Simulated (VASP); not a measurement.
The system is GaGe.

```
Ge Ga
1.0
     0.00000    2.89784    2.89784
     2.89784    0.00000    2.89784
     2.89784    2.89784    0.00000
Ge Ga
1 1
Direct
  0.00000 0.00000 0.00000
  0.25000 0.25000 0.25000
```

The cell comes from a database or a generator and needn't be the stable form of this composition.

| Property | Result |
| --- | --- |
| Program | VASP 6.6.1 |
| Task | single point |
| Functional | PBE |
| Potentials or basis | VASP PAW PBE potentials, release 64 (Ge_d, Ga_d) |
| Cutoff | 520 eV |
| k mesh | 8 × 8 × 8 |
| Occupations | fermi-dirac, width 0.05 eV |
| Spin | no spin polarisation |

On this cell: pressure 0.3 GPa; largest force zero by symmetry; band gap on the k mesh none (metal or under the smearing width).

The same run follows on a disturbed copy (atoms moved at random, drawn with an rms of 0.05 Å):

```xyz
2
Lattice="0.0000 2.8978 2.8978 2.8978 0.0000 2.8978 2.8978 2.8978 0.0000" Properties=species:S:1:pos:R:3 pbc="T T T"
Ge    0.0437    0.0525   -0.0507
Ga    1.4805    1.4612    1.4101
```

Task: What does the disturbed cell give?

Result: The energy (extrapolated to zero smearing) moves by +2.2 meV/atom; pressure 0.3 GPa; largest force 0.210 eV/Å; band gap on the k mesh none (metal or under the smearing width).

Forces on the atoms (eV/Å):
```
Ge  -0.051 -0.197  0.049
Ga   0.051  0.197 -0.049
```

Stress tensor (GPa, compression positive):
```
 0.35 -0.29  1.08
-0.29  0.24  0.30
 1.08  0.30  0.35
```
